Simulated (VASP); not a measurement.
## OGaCl2H: atomic charges with PBE+TS

The system is OGaCl2H, in a box.

```
O Ga Cl H
1.0
    12.00000    0.00000    0.00000
     0.00000   13.00000    0.00000
     0.00000    0.00000   12.00000
O Ga Cl H
1 1 2 1
Direct
  0.51845 0.59803 0.52741
  0.50712 0.46348 0.51165
  0.62225 0.36807 0.59506
  0.37992 0.39873 0.41060
  0.46265 0.63517 0.48642
```

```json
{
 "Program": "VASP 6.6.1",
 "Task": "atomic charges",
 "Functional": "PBE",
 "Dispersion": "TS",
 "Potentials or basis": "VASP PAW PBE potentials, release 64 (O, Ga_d, Cl, H)",
 "Cutoff": "520 eV",
 "k mesh": "1 × 1 × 1",
 "Occupations": "gaussian, width 0.01 eV",
 "Spin": "no spin polarisation",
 "Further INCAR settings": "ALGO = Normal; EDIFF = 1e-06"
}
```

```json
{
 "Largest force": "0.654 eV/Å",
 "Gap between the frontier levels": "5.19 eV",
 "Valence electrons inside the program's atomic spheres": "O 5.11; Ga 11.76; Cl 5.12; H 0.76",
 "Hirshfeld charges": "O -0.32; Ga +0.49; Cl -0.15, -0.17; H +0.15 e",
 "Dispersion energy per atom": "-0.007 eV"
}
```

Forces on the atoms (eV/Å):
```
O    0.515  0.066  0.398
Ga  -0.031 -0.231 -0.035
Cl   0.089 -0.056  0.066
Cl  -0.122 -0.073 -0.097
H   -0.450  0.294 -0.332
```

Levels at points of the mesh, in eV from the valence-band top:
```csv
k point,band 14,band 15,band 16,band 17,band 18,band 19,band 20,band 21
"(0.00, 0.00, 0.00)",-0.22,-0.15,-0.03,0.00,5.19,6.17,7.37,7.79
```

Run time: 110 s on 1 thread of Intel(R) Xeon(R) 6975P-C (Granite Rapids), with other jobs on the host, peak memory 1.4 GiB.

Expect the measured gap to be larger: semilocal functionals such as PBE lack the derivative discontinuity.
